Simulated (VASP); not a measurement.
All values below come from r2SCAN meta-GGA, VASP's PBE PAW potentials (set 64) (plane waves; VASP).

A VASP calculation is set up with these files.

INCAR:
```
SYSTEM = TiAl
PREC = Accurate
ENCUT = 400
EDIFF = 1E-6
NELM = 100
ALGO = Normal
LREAL = .FALSE.
LASPH = .TRUE.
ISMEAR = 1
SIGMA = 0.1
METAGGA = R2SCAN
LMIXTAU = .TRUE.
LMAXMIX = 4
LWAVE = .FALSE.
LCHARG = .FALSE.
IBRION = 2
ISIF = 3
NSW = 60
EDIFFG = -0.02
```

### KPOINTS
```
Regular mesh
0
Gamma
11 11 3
```

**POSCAR**
```
TiAl
1
    2.8672883740     0.0000000000    -0.0000000000
   -1.4336441870     2.4831445609     0.0000000000
    0.0000000000    -0.0000000000     9.2171083802
Ti Al
2 2
Direct
  1.0000000000   0.0000000000   0.0000000000
  1.0000000000   0.0000000000   0.5000000000
  0.3333330000   0.6666670000   0.2500000000
  0.6666670000   0.3333330000   0.7500000000
```

POTCAR, in this order: Ti_sv Al (PBE.64 set). Program: vasp_std.

The resulting files:

**OSZICAR**
```
       N       E                     dE             d eps       ncg     rms          rms(c)
DAV:   1     0.253325284350E+03    0.25333E+03   -0.13339E+04  1216   0.148E+03
DAV:   2    -0.170782380434E+02   -0.27040E+03   -0.26547E+03  1237   0.448E+02
DAV:   3    -0.478966695027E+02   -0.30818E+02   -0.29603E+02  2297   0.129E+02
DAV:   4    -0.497581579641E+02   -0.18615E+01   -0.18485E+01  1544   0.284E+01
DAV:   5    -0.498860831372E+02   -0.12793E+00   -0.12779E+00  1926   0.610E+00    0.155E+01
DAV:   6    -0.439064360102E+02    0.59796E+01   -0.27826E+01  1554   0.584E+01    0.408E+00
DAV:   7    -0.411323594325E+02    0.27741E+01   -0.34261E+00  1787   0.136E+01    0.276E+00
DAV:   8    -0.402169194995E+02    0.91544E+00   -0.92852E-01  1535   0.848E+00    0.172E+00
DAV:   9    -0.406166775462E+02   -0.39976E+00   -0.53605E-01  1482   0.515E+00    0.861E-01
DAV:  10    -0.404320259481E+02    0.18465E+00   -0.21637E-01  1351   0.510E+00    0.589E-01
DAV:  11    -0.404678688702E+02   -0.35843E-01   -0.43798E-02  1450   0.185E+00    0.291E-01
DAV:  12    -0.404634465182E+02    0.44224E-02   -0.28528E-02  1705   0.997E-01    0.130E-01
DAV:  13    -0.404638764953E+02   -0.42998E-03   -0.50425E-03  1694   0.570E-01    0.698E-02
DAV:  14    -0.404635400161E+02    0.33648E-03   -0.48019E-03  1338   0.745E-01    0.406E-02
DAV:  15    -0.404639703759E+02   -0.43036E-03   -0.11620E-03  1356   0.374E-01    0.192E-02
DAV:  16    -0.404636494969E+02    0.32088E-03   -0.70491E-05  1587   0.806E-02    0.156E-02
DAV:  17    -0.404637238631E+02   -0.74366E-04   -0.16033E-05  1431   0.355E-02    0.121E-02
DAV:  18    -0.404636134880E+02    0.11038E-03   -0.19356E-05  1409   0.334E-02    0.698E-03
DAV:  19    -0.404636463896E+02   -0.32902E-04   -0.34016E-06  1104   0.154E-02    0.312E-03
DAV:  20    -0.404636593667E+02   -0.12977E-04   -0.57339E-07   701   0.781E-03    0.143E-03
DAV:  21    -0.404636686584E+02   -0.92917E-05   -0.59198E-07   692   0.462E-03    0.229E-04
DAV:  22    -0.404636652170E+02    0.34415E-05   -0.12435E-07   695   0.318E-03    0.217E-04
DAV:  23    -0.404636693313E+02   -0.41143E-05   -0.32325E-08   695   0.163E-03    0.329E-04
DAV:  24    -0.404636684685E+02    0.86283E-06   -0.22174E-08   683   0.176E-03
   1 F= -.40463668E+02 E0= -.40463803E+02  d E =-.404637E+02
       N       E                     dE             d eps       ncg     rms          rms(c)
DAV:   1    -0.405728073629E+02   -0.10914E+00   -0.27593E+00  1671   0.234E+01    0.271E+00
DAV:   2    -0.404843779923E+02    0.88429E-01   -0.10543E+00  1516   0.102E+01    0.797E-01
DAV:   3    -0.404656599600E+02    0.18718E-01   -0.12760E-01  1749   0.240E+00    0.348E-01
DAV:   4    -0.404645346403E+02    0.11253E-02   -0.16655E-02  1829   0.108E+00    0.151E-01
DAV:   5    -0.404661143132E+02   -0.15797E-02   -0.19545E-03  1550   0.326E-01    0.773E-02
DAV:   6    -0.404642791626E+02    0.18352E-02   -0.16232E-03  1297   0.387E-01    0.500E-02
DAV:   7    -0.404671928941E+02   -0.29137E-02   -0.24634E-03  1813   0.373E-01    0.522E-02
DAV:   8    -0.404669409960E+02    0.25190E-03   -0.12749E-04  1589   0.105E-01    0.432E-02
DAV:   9    -0.404666725592E+02    0.26844E-03   -0.21953E-05  1571   0.436E-02    0.169E-02
DAV:  10    -0.404661973868E+02    0.47517E-03   -0.50634E-05  2005   0.655E-02    0.472E-03
DAV:  11    -0.404662877982E+02   -0.90411E-04   -0.56260E-06  1268   0.204E-02    0.518E-03
DAV:  12    -0.404662831575E+02    0.46406E-05   -0.35037E-07   638   0.458E-03    0.410E-03
DAV:  13    -0.404663057635E+02   -0.22606E-04   -0.59264E-07   644   0.828E-03    0.140E-03
DAV:  14    -0.404662984800E+02    0.72835E-05   -0.19197E-07   638   0.426E-03    0.750E-04
DAV:  15    -0.404662992563E+02   -0.77638E-06   -0.82758E-08   644   0.268E-03
   2 F= -.40466299E+02 E0= -.40466577E+02  d E =-.263079E-02
       N       E                     dE             d eps       ncg     rms          rms(c)
DAV:   1    -0.404780673483E+02   -0.11769E-01   -0.29518E-01  1674   0.759E+00    0.858E-01
DAV:   2    -0.404691238802E+02    0.89435E-02   -0.91012E-02  1486   0.311E+00    0.255E-01
DAV:   3    -0.404667503212E+02    0.23736E-02   -0.98493E-03  1707   0.637E-01    0.108E-01
DAV:   4    -0.404668589552E+02   -0.10863E-03   -0.19091E-03  1697   0.397E-01    0.618E-02
DAV:   5    -0.404667758358E+02    0.83119E-04   -0.25093E-04  1654   0.143E-01    0.225E-02
DAV:   6    -0.404674366254E+02   -0.66079E-03   -0.21506E-04  1548   0.123E-01    0.222E-02
DAV:   7    -0.404668845401E+02    0.55209E-03   -0.12222E-04  1742   0.929E-02    0.122E-02
DAV:   8    -0.404671312039E+02   -0.24666E-03   -0.12259E-05  1337   0.385E-02    0.876E-03
DAV:   9    -0.404670710203E+02    0.60184E-04   -0.37241E-06  1246   0.221E-02    0.188E-03
DAV:  10    -0.404671194462E+02   -0.48426E-04   -0.33092E-07   623   0.646E-03    0.801E-04
DAV:  11    -0.404670849426E+02    0.34504E-04   -0.12724E-07   626   0.367E-03    0.817E-04
DAV:  12    -0.404671003478E+02   -0.15405E-04   -0.40982E-08   626   0.177E-03    0.420E-04
DAV:  13    -0.404671050866E+02   -0.47388E-05   -0.16073E-08   626   0.126E-03    0.219E-04
DAV:  14    -0.404671000214E+02    0.50651E-05   -0.76379E-09   626   0.719E-04    0.137E-04
DAV:  15    -0.404671061150E+02   -0.60936E-05   -0.46537E-09   626   0.824E-04    0.689E-05
DAV:  16    -0.404671048168E+02    0.12982E-05   -0.22920E-09   626   0.565E-04    0.611E-05
DAV:  17    -0.404671046316E+02    0.18523E-06   -0.10428E-09   626   0.252E-04
   3 F= -.40467105E+02 E0= -.40467367E+02  d E =-.343616E-02
       N       E                     dE             d eps       ncg     rms          rms(c)
DAV:   1    -0.404702326108E+02   -0.31278E-02   -0.12278E-01  1299   0.461E+00    0.368E-01
DAV:   2    -0.404680083693E+02    0.22242E-02   -0.16001E-02  1331   0.107E+00    0.165E-01
DAV:   3    -0.404677575605E+02    0.25081E-03   -0.16011E-03  1416   0.356E-01    0.768E-02
DAV:   4    -0.404676808271E+02    0.76733E-04   -0.37061E-04  1419   0.156E-01    0.119E-02
DAV:   5    -0.404676815585E+02   -0.73140E-06   -0.80332E-05  1520   0.834E-02    0.109E-02
DAV:   6    -0.404676692149E+02    0.12344E-04   -0.73107E-06  1346   0.297E-02    0.805E-03
DAV:   7    -0.404677121308E+02   -0.42916E-04   -0.55009E-06  1147   0.263E-02    0.222E-03
DAV:   8    -0.404676706326E+02    0.41498E-04   -0.49919E-06  1228   0.282E-02    0.869E-04
DAV:   9    -0.404676763129E+02   -0.56803E-05   -0.34702E-07   654   0.500E-03    0.662E-04
DAV:  10    -0.404676764263E+02   -0.11339E-06   -0.82244E-08   617   0.315E-03
   4 F= -.40467676E+02 E0= -.40467902E+02  d E =-.571795E-03
```

OUTCAR:
```
------------------------ aborting loop because EDIFF is reached ----------------------------------------
  FORCE on cell =-STRESS in cart. coord.  units (eV):
  Direction    XX          YY          ZZ          XY          YZ          ZX
  --------------------------------------------------------------------------------------
  Total        0.0143881      0.0143881     -0.0539337      0.0000000      0.0000000      0.0000000
  in kB        0.3473849      0.3473849     -1.3021682      0.0000000      0.0000000      0.0000000
  external PRESSURE =      -0.2024661 kB  Pullay stress =       0.0000000 kB
  volume of cell :       66.36
      direct lattice vectors                 reciprocal lattice vectors
     2.885546746 -0.000000000 -0.000000000     0.346554774  0.200083493 -0.000000000
    -1.442773373  2.498956775  0.000000000     0.000000000  0.400166986 -0.000000000
    -0.000000000  0.000000000  9.202737803     0.000000000 -0.000000000  0.108663315
 POSITION                                       TOTAL-FORCE (eV/Angst)
 -----------------------------------------------------------------------------------
      0.00000      0.00000      9.20274        -0.000000     -0.000000     -0.000000
      0.00000      0.00000      4.60137        -0.000000      0.000000     -0.000000
     -0.00000      1.66597      2.30068         0.000000      0.000000     -0.000000
      1.44277      0.83298      6.90205        -0.000000     -0.000000      0.000000
 -----------------------------------------------------------------------------------
    total drift:                                0.000000      0.000000      0.000000
  FREE ENERGIE OF THE ION-ELECTRON SYSTEM (eV)
  ---------------------------------------------------
  free  energy   TOTEN  =       -40.4676764263 eV

  energy  without entropy=      -40.4683530741  energy(sigma->0) =      -40.46790198

 reached required accuracy - stopping structural energy minimisation
```
(Selected blocks of OUTCAR.)

CONTCAR:
```
TiAl
   1.00000000000000
     2.8855467460142346   -0.0000000000000000   -0.0000000000000000
    -1.4427733730071173    2.4989567746864578    0.0000000000000000
    -0.0000000000000000    0.0000000000000000    9.2027378026505033
  Ti              Al
     2     2
Direct
     0.0000000000000000    0.0000000000000000    1.0000000000000000
     0.0000000000000000    0.0000000000000000    0.5000000000000000
     0.3333330000000032    0.6666669999999968    0.2500000000000000
     0.6666669999999968    0.3333330000000032    0.7500000000000000
```

The structure was generated: TiAl was put into the NiAs type type (P6_3/mmc), which need not be its known phase. This run relaxes it. Symmetry was kept, so distortions that lower it aren't found. The start is the result of an earlier pass.
